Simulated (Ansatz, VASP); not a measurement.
## Bi2Pd (Urvantsevite) in two plane-wave programs

Aim: how closely do two programs agree when they are given the same cell, functional and k mesh? The cell is taken from a series of VASP runs on this material, whose earlier steps may have relaxed, scaled or displaced it; both programs get it as it stands.

Main program and level: Ansatz 0.2.0; plane waves, with VASP 6.6.1 beside it; single point at PBEsol and electric field gradients at PBEsol.

### 1. Set-up

Symmetry: I4/mmm, No. 139, tetragonal system. The conventional cell has a = 3.360 Å, b = 3.360 Å, c = 12.817 Å, α = 90.00°, β = 90.00°, γ = 90.00°. Nearest to Bi lie 4 Pd at 2.95 Å. Nearest to Pd lie 8 Bi at 2.95 Å. Farther neighbours are not listed.

### 2. Ansatz: single point, PBEsol

Ansatz runs on its default PAW (the set named soft_2) files.

A single point gives forces, pressure and levels at one fixed geometry, so differences don't come from the geometry; what else differs is listed under the comparison.

File input.yaml:

```yaml
crystal:
  lattice:
    - [-1.6797932146, 1.6797932146, 6.408696264]
    - [1.6797932146, -1.6797932146, 6.408696264]
    - [1.6797932146, 1.6797932146, -6.408696264]
  atoms:
    - { symbol: Bi, position: [0.3636036828, 0.3636036828, 0.0] }
    - { symbol: Bi, position: [0.6363963172, 0.6363963172, 0.0] }
    - { symbol: Pd, position: [0.0, 0.0, 0.0] }
hamiltonian:
  xc: pbesol
  pseudopotentials: { kind: paw }
kpoints:
  mp_grid: { grid: [9, 9, 9] }
scf:
  occupations: { method: methfessel_paxton, width: 0.2 }
  n_extra_bands: 4
output:
  forces: true
  stress: true
  eigenvalues: true
```

Command:

```sh
ansatz run input.yaml --threads 2 --pin off --max-ram 4608MiB --backend cpu --events-out ev --progress --plain --runs-dir out
```

Numbers of over 12 decimals in the logs are rounded to 6 here.

The log of the run:

```text
basis.fft_grid_basis auto: the FFT boxes are laid along the combinations [[1, 0, 1], [0, 1, 1], [0, 0, 1]] of the cell's own vectors, 3.360, 3.360 and 6.835 Å long. The dense box has 24×24×48 points. Along the cell's own vectors, as sized, it would have 48×48×48, 4.00 times as many. Of the 16 symmetry operations that the crystal satisfies within crystal.symmetry.tolerance (time reversal apart; of a slab, those that k [...]
scf.n_extra_bands = 4 over 24 filled bands (N_el = 48.0): the run solves 28 bands
Engine: ansatz 0.2.0, aarch64-unknown-linux-gnu
Pseudopotentials: kind: paw
Pseudopotential: Bi, paw, valence charge 15, recommended cutoff 420 eV (normal), Bi.paw.azcp
Pseudopotential: Pd, paw, valence charge 18, recommended cutoff 420 eV (normal), Pd.paw.azcp
Functional definition: PBEsol
  exchange = pbesol_x
  correlation = pbesol_c
Crystal: 3 atoms, lattice volume = 72.334 Å³
Basis set: ecut = 420 eV, 1425 PW (Γ), FFT grids on a1+a3, a2+a3, a3, exchange–correlation on 48×48×96 points (8 copies of the dense FFT grid, shifted against one another)
Bands: 28, of which v1, the nominal top of the filled ones, is band 24 counted from 1 (23 counted from 0)
Symmetry: 16 space group operations
Space group: I4/mmm (ITA 139), of the structure as read, at distance tolerance 4.2e-5 Å
k-points: 75 of 729
Non-local potential: Bi, projectors of the file, l = 0: 2, l = 1: 2, l = 2: 2, l = 3: 2
Non-local potential: Pd, projectors of the file, l = 0: 2, l = 1: 2, l = 2: 2, l = 3: 1
PAW form: soft (Blöchl's): semilocal exchange-correlation on the pseudo side does not see the compensation charge
PAW frozen core: Bi, regenerated for the run's functional, and the local potential with it (the file was generated under x = pbe(κ = 0.804, μ = 0.219515), c = pbe(β = 0.066725))
PAW frozen core: Pd, regenerated for the run's functional, and the local potential with it (the file was generated under x = pbe(κ = 0.804, μ = 0.219515), c = pbe(β = 0.066725))
PAW one-centre angular grid: Bi, 590 points (default); XC on 64 Gauss nodes
PAW one-centre angular grid: Pd, 590 points (default); XC on 64 Gauss nodes
Initial density: superposition of atomic densities (neutral atoms: chi_scale 0, normalization atom), corrected by the library's trained network
Initial wavefunctions: pseudopotential atomic-orbital guess
Functional: x = pbesol(κ = 0.804, μ = 0.123457), c = pbesol(β = 0.046)
SCF iter   1: F=—  HF=-31391.357930 eV  |F-HF|=—  |Δ(HF+E_count)|=         —  Δρ=7.91e-3  dr2=6.69e-2  ethr=1.77e-3  ⟨swp⟩=5.6  Hψ=7952  notcnv=0
preconditioner: auto → Kerker (q_TF=auto, 2.548 Å⁻¹)  [metal: Δε(μ)=0.049 eV  Ē_g=16.516 eV  σ=0.200 eV  W_gap=0.20  n_scr=20 (ndim 8)  ℏωp=27.6 eV  f_vac=0.000  D(μ)=1.63/eV (n_scr^D=12)]
SCF iter   2: F=—  HF=-31391.351088 eV  |F-HF|=—  |Δ(HF+E_count)|=   6.84e-3  S|Δr|=    0.00e0  Δρ=2.82e-3  dr2=1.07e-2  ethr=1.39e-4  ⟨swp⟩=1.1  Hψ=2721  notcnv=0
SCF iter   3: F=—  HF=-31391.349836 eV  |F-HF|=—  |Δ(HF+E_count)|=   1.25e-3  S|Δr|=    0.00e0  Δρ=7.12e-4  dr2=9.86e-4  ethr=2.23e-5  ⟨swp⟩=2.0  Hψ=2320  notcnv=0
SCF iter   4: F=—  HF=-31391.349695 eV  |F-HF|=—  |Δ(HF+E_count)|=   1.42e-4  S|Δr|=    0.00e0  Δρ=1.43e-4  dr2=5.39e-5  ethr=2.05e-6  ⟨swp⟩=2.0  Hψ=2529  notcnv=0
SCF iter   5: F=—  HF=-31391.349690 eV  |F-HF|=—  |Δ(HF+E_count)|=   4.67e-6  S|Δr|=    0.00e0  Δρ=4.16e-5  dr2=4.45e-6  ethr=1.12e-7  ⟨swp⟩=2.0  Hψ=2740  notcnv=0
SCF iter   6: F=—  HF=-31391.349689 eV  |F-HF|=—  |Δ(HF+E_count)|=   5.92e-7  S|Δr|=    0.00e0  Δρ=1.06e-5  dr2=1.59e-7  ethr=9.27e-9  ⟨swp⟩=2.0  Hψ=2633  notcnv=0
SCF iter   7: F=-31391.349689 eV  HF=-31391.349689 eV  |F-HF|=5.48e-9  |Δ(HF+E_count)|=   2.38e-8  S|Δr|=    0.00e0  Δρ=3.47e-6  dr2=1.27e-8  ethr=2.08e-10  ⟨swp⟩=6.4  Hψ=9703  notcnv=0
SCF 1 converged in 7 iterations: F = -31391.349689 eV  dr2 = 1.27e-8
  greatest PAW one-centre occupation: 0.999 electrons in one spin orbital (limit 2), on the Pd atom at site 2 (counted from 0), in its partial waves of l = 0
SCF converged after 7 iterations
Stability not checked: this state was not tested for a lower state beside it, because cold or Methfessel-Paxton smearing, or corrected tetrahedra, fill the levels in a way that the test cannot read (fill_not_monotonic; see scf.lower_state_search)
Free energy (F): -31391.349689 eV
Harris-Foulkes:  -31391.349689 eV  (|F-HF|=5.48e-9)
Internal energy: -31391.345703 eV  (E = F + TS)
E sigma→0 (E₀):  -31391.348693 eV
Entropy (-TS):   -0.003986 eV (-1.329 meV/atom)
Fermi energy:    14.554497 eV
--- Per-component energies (eV) ---
  E_band       = -331.838472
  E_kinetic    = 1121.837465
  E_local      = -5437.715154  (includes V_loc(G=0)·N_el)
  E_nonlocal   = 1344.713947
  E_hartree    = 2023.317064
  E_xc         = -469.598895
  E_vxc        = -501.256365  (∫ρ·V_xc dr)
  E_paw        = -24705.142468  (= ΣΔE_a)
  E_vpaw       = -906.052573  (= ΣTr[D̂ρ^β])
  E_aug_tail   = -0.000738  (compensation charges beyond the density's cutoff)
  E_ewald      = -5269.238953
  E_core_change = 0.482029  (= ΣΔE_core)
  E_smearing   = -0.003986  (= −TS)
  E_closure    = -0.000000  (closes the sum)
  Σ components = -31391.349689   (vs F -31391.349689, Δ=0.00e0)
--- Forces (eV/Å), atoms counted from 1 ---
  atom   1  Bi     0.00000000     0.00000000     0.00181064
  atom   2  Bi     0.00000000     0.00000000    -0.00181064
  atom   3  Pd     0.00000000     0.00000000     0.00000000
  max |Σ_I F_I| component: 4.34e-19 eV/Å
--- Stress (GPa, compression-positive) ---
        0.131727       0.000000       0.000000
        0.000000       0.131727      -0.000000
        0.000000       0.000000       0.094046
  P = ⅓ Tr σ = 0.1192 GPa (1.192 kbar)
--- Band table (eV; the first three rows and the last of 75) ---
  k-point 0: bands = [... 20 lower, 11.7155, 11.8923, 16.3784, 16.9390, 16.9390, 17.6913, 17.6913, 19.2331]
  k-point 1: bands = [... 20 lower, 11.6586, 11.7201, 15.0312, 15.3502, 16.0715, 16.4196, 17.7810, 21.1782]
  k-point 2: bands = [... 20 lower, 11.6341, 11.6994, 13.2295, 14.1033, 14.5145, 14.8801, 17.9592, 21.1368]
  k-point 74: bands = [... 20 lower, 11.7806, 12.3213, 12.6202, 15.0912, 16.2609, 17.4716, 19.3290, 20.6676]
```

The job ended after 6.3 s (2 threads of Arm Neoverse N1, shared host; peak memory 0.39 GiB).

The column dr2 measures how far the density is from self-consistency, as an energy; F and HF (Harris–Foulkes) agree once it is small.

The run ends at a pressure of 0.12 GPa, with forces up to 0.0018 eV/Å.

### 3. VASP: single point, PBEsol

The same cell, functional, mesh and smearing now go to VASP, with its own data sets and cutoff.

Lines of VASP's logs that name or quote its potential files are left out, and so is its time.

File INCAR:

```
SYSTEM = Bi2Pd
PREC = Accurate
ENCUT = 400
EDIFF = 1E-06
NELM = 100
ISMEAR = 1
SIGMA = 0.2
LREAL = .FALSE.
ALGO = Normal
GGA = PS
NBANDS = 26
LASPH = .TRUE.
LORBIT = 11
LWAVE = .FALSE.
LCHARG = .TRUE.
ISIF = 2
LELF = .TRUE.
LVHAR = .TRUE.
```

File POSCAR:

```
Bi2Pd
1.0
   -1.6797932146      1.6797932146      6.4086962640
    1.6797932146     -1.6797932146      6.4086962640
    1.6797932146      1.6797932146     -6.4086962640
Bi Pd
2 1
Direct
    0.3636036828      0.3636036828      0.0000000000
    0.6363963172      0.6363963172      0.0000000000
    0.0000000000      0.0000000000      0.0000000000
```

File KPOINTS:

```
Automatic mesh
0
Gamma
9 9 9
0 0 0
```

PAW data sets: Bi_d and Pd (PBE family, release 64).

Command:

```sh
mpirun -np 2 vasp_std
```

The log of the run:

```text
[banner, memory and clock lines left out]
running    2 mpi-ranks, on    1 nodes
 distrk:  each k-point on    2 cores,    1 groups
 distr:  one band on    1 cores,    2 groups

 POSCAR found type information on POSCAR BiPd
 POSCAR found :  2 types and       3 ions
|                                                                             |
|               ----> ADVICE to this user running VASP <----                  |
|                                                                             |
|     You enforced a specific xc type in the INCAR file but a different       |
|     [... a line on the potential file left out ...]
|     I HOPE YOU KNOW WHAT YOU ARE DOING!                                     |
|                                                                             |

 LDA part: xc-table for (Slater+PW92), standard interpolation
 POSCAR, INCAR and KPOINTS ok, starting setup
 FFT: planning ... GRIDC
 FFT: planning ... GRID_SOFT
 FFT: planning ... GRID
 WAVECAR not read
 entering main loop
       N       E                     dE             d eps       ncg     rms          rms(c)
DAV:   1     0.376916694253E+03    0.37692E+03   -0.18008E+04  3934   0.160E+03
DAV:   2     0.165940688523E+02   -0.36032E+03   -0.35347E+03  3986   0.437E+02
DAV:   3    -0.144914386629E+02   -0.31086E+02   -0.30657E+02  4790   0.147E+02
DAV:   4    -0.154522581171E+02   -0.96082E+00   -0.95944E+00  4792   0.274E+01
DAV:   5    -0.154888341353E+02   -0.36576E-01   -0.36574E-01  5350   0.472E+00    0.466E+00
DAV:   6    -0.153086808941E+02    0.18015E+00   -0.32843E-01  4322   0.459E+00    0.237E+00
DAV:   7    -0.152724167713E+02    0.36264E-01   -0.16864E-01  4554   0.310E+00    0.979E-01
DAV:   8    -0.152633983247E+02    0.90184E-02   -0.62193E-02  4160   0.160E+00    0.372E-01
DAV:   9    -0.152625379867E+02    0.86034E-03   -0.61463E-03  5130   0.671E-01    0.703E-02
DAV:  10    -0.152624750532E+02    0.62933E-04   -0.59025E-04  4246   0.184E-01    0.280E-02
DAV:  11    -0.152624740503E+02    0.10030E-05   -0.73021E-05  5082   0.617E-02    0.521E-03
DAV:  12    -0.152624735007E+02    0.54961E-06   -0.42465E-06  3846   0.176E-02
   1 F= -.15262474E+02 E0= -.15261148E+02  d E =-.397623E-02
```

From OUTCAR (step 3):

```text
ion  position               nearest neighbor table
   1  0.364  0.364  0.000-   3 2.95   3 2.95   3 2.95   3 2.95   2 3.50   2 3.76   2 3.76   2 3.76
                             2 3.76
   2  0.636  0.636  0.000-   3 2.95   3 2.95   3 2.95   3 2.95   1 3.50   1 3.76   1 3.76   1 3.76
                             1 3.76
   3  0.000  0.000  0.000-   2 2.95   2 2.95   2 2.95   1 2.95   2 2.95   1 2.95   1 2.95   1 2.95

  LATTYP: Found a body centered tetragonal cell.
 ALAT       =     3.3595864292
 C/A-ratio  =     3.8151697532

 Subroutine GETGRP returns: Found 16 space group operations
 (whereof 16 operations were pure point group operations)

The static configuration has the point symmetry D_4h.

 Found     75 irreducible k-points:

   k-points           NKPTS =     75   k-points in BZ     NKDIM =     75   number of bands    NBANDS=     26

   dimension x,y,z NGX =    48 NGY =   48 NGZ =   48
   dimension x,y,z NGXF=    96 NGYF=   96 NGZF=   96

   ENCUT  =  400.0 eV  29.40 Ry    5.42 a.u.  11.15 11.15 11.15*2*pi/ulx,y,z

   NELECT =      40.0000    total number of electrons

 k-points in reciprocal lattice and weights: Automatic mesh
   0.00000000  0.00000000  0.00000000       0.001
   0.11111111  0.00000000 -0.00000000       0.011
   0.22222222 -0.00000000  0.00000000       0.011
   0.33333333 -0.00000000  0.00000000       0.011
   0.44444444 -0.00000000  0.00000000       0.011
   0.11111111  0.11111111 -0.00000000       0.011
   0.22222222  0.11111111  0.00000000       0.022
   0.33333333  0.11111111  0.00000000       0.022
   0.44444444  0.11111111  0.00000000       0.022
[...]
-0.44444444  0.44444444  0.44444444       0.005
  -0.44444444 -0.44444444  0.44444444       0.003

 average (electrostatic) potential at core
       1-101.7565       2-101.7565       3 -71.5598

 E-fermi :   9.2116

 k-point     1 :       0.0000    0.0000    0.0000
  band No.  band energies     occupation
    ...
     14       5.2102      2.00000
     15       5.9410      2.00000
     16       5.9410      2.00000
     17       6.3777      2.00000
     18       6.5532      2.00000
     19      11.0376     -0.00000
     20      11.5933     -0.00000
     21      11.5933     -0.00000
     22      12.3502     -0.00000
     23      12.3502     -0.00000
    ...

 k-point     2 :       0.1111    0.0000   -0.0000
  band No.  band energies     occupation
    ...
     14       5.2394      2.00000
     15       5.8597      2.00000
     16       5.9870      2.00000
     17       6.3822      2.00000
     18       6.4474      2.00000
     19       9.7491     -0.00096
     20      10.2798     -0.00000
     21      11.7862     -0.00000
     22      11.9584     -0.00000
     23      12.5294     -0.00000
    ...

 k-point     3 :       0.2222   -0.0000    0.0000
  band No.  band energies     occupation
    ...
     16       6.1014      2.00000
     17       6.2058      2.00000
     18       6.3483      2.00000
     19       7.6529      2.00000
     20       8.4559      2.00000
     21      11.9700     -0.00000
     22      12.2708     -0.00000
     23      13.0462     -0.00000
     24      15.4126      0.00000
     25      16.0319      0.00000
    ...

  Total        0.0034501      0.0034501     -0.0137924      0.0000000      0.0000000     -0.0000000
  in kB        0.0764187      0.0764187     -0.3054980      0.0000000      0.0000000     -0.0000000
  external PRESSURE =      -0.0508868 kB  Pullay stress =       0.0000000 kB

  energy-cutoff  :      400.00
  volume of cell :       72.33
      direct lattice vectors                 reciprocal lattice vectors
    -1.679793215  1.679793215  6.408696264     0.000000000  0.297655685  0.078018988
     1.679793215 -1.679793215  6.408696264     0.297655685  0.000000000  0.078018988
     1.679793215  1.679793215 -6.408696264     0.297655685  0.297655685  0.000000000

 POSITION                                       TOTAL-FORCE (eV/Angst)
 -----------------------------------------------------------------------------------
      0.00000      0.00000      4.66045         0.000000      0.000000     -0.006782
      0.00000      0.00000      8.15694         0.000000      0.000000      0.006782
      0.00000      0.00000      0.00000        -0.000000     -0.000000      0.000000
 -----------------------------------------------------------------------------------
    total drift:                                0.000000     -0.000000      0.000000

  FREE ENERGIE OF THE ION-ELECTRON SYSTEM (eV)
  ---------------------------------------------------
  free  energy   TOTEN  =       -15.2624735007 eV

  energy  without entropy=      -15.2584972667  energy(sigma->0) =      -15.26114809

 total charge
# of ion       s       p       d       tot
------------------------------------------
    1        1.542   1.296   9.938  12.776
    2        1.542   1.296   9.938  12.776
    3        0.408   0.396   8.615   9.419
--------------------------------------------------
tot          3.492   2.988  28.491  34.971

[... 3 further parts left out ...]
```

The run ends at a pressure of -0.01 GPa, with forces up to 0.0068 eV/Å.

### 4. Side by side

Known differences besides the potentials themselves: the data sets hold 48 valence electrons in Ansatz (default PAW (the set named soft_2) files) and 40 in VASP; the cutoff is 420 eV in Ansatz and 400 eV in VASP; Ansatz makes its cores anew for this functional, VASP keeps those of its PBE data sets. Total energies have different zeros and are not compared.

The two programs side by side:

| quantity | Ansatz | VASP | difference |
| --- | --- | --- | --- |
| pressure (GPa) | 0.12 | -0.01 | +0.12 |

At this near-relaxed geometry the largest component of a force difference is 9 meV/Å. Ansatz's pressure holds a Pulay correction of 0.04 GPa; VASP's holds none.

(Continued in part 2 of 2.)

[Lines on the potential files, build, host, timing and source positions are cut from VASP's logs without a mark.]

[Logs are printed without paths, hosts, clocks, repeated set-up lines and the standing remarks that a program may print on its own settings, such as how far it seeks lower states.]

[Hosts, paths, dates, database ids (printed as entryN), source tags and the programs' standing remarks are cut or masked in the printed files.]
